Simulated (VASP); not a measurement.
AlN:

```xyz
4
Lattice="3.1130 0.0000 0.0000 -1.5565 2.6959 0.0000 0.0000 0.0000 4.9810" Properties=species:S:1:pos:R:3 pbc="T T T"
Al    0.0000    1.7973    0.0000
Al    1.5565    0.8986    2.4905
N     0.0000    1.7973    1.8928
N     1.5565    0.8986    4.3833
```

```yaml
Program: VASP 6.6.1
Task: relaxation of cell and atoms
Functional: PBE
Potentials_or_basis: VASP PAW PBE potentials, release 64 (Al, N)
Cutoff: 520 eV
k_mesh: 12 × 12 × 6
Occupations: gaussian, width 0.02 eV
Spin: no spin polarisation
```

At the start: pressure 3.5 GPa; volume 10.45 Å³/atom.

**Question.** Where does the relaxation end?

**Answer.** Over 8 steps the energy falls by 2.2 meV/atom and the volume is 10.63 Å³/atom (+1.7 %); space group P6_3mc (No. 186, to 0.05 Å).

The path:
```csv
step,energy change (eV),largest force (eV/Å),pressure (GPa),volume (Å³)
1,0.0000,0.1289,3.46,41.80
2,-0.0018,0.0914,-2.90,43.18
3,-0.0088,0.0039,0.00,42.52
4,-0.0088,0.0061,0.07,42.51
5,-0.0088,0.0065,0.05,42.51
6,-0.0088,0.0068,0.04,42.51
7,-0.0088,0.0016,-0.03,42.53
8,-0.0088,0.0007,0.00,42.52
```

Final structure:
```
Al N
1.0
     3.12858    0.00000    0.00000
    -1.56429    2.70943    0.00000
     0.00000    0.00000    5.01642
Al N
2 2
Direct
  0.33333 0.66667 0.99926
  0.66667 0.33333 0.49926
  0.33333 0.66667 0.38074
  0.66667 0.33333 0.88074
```
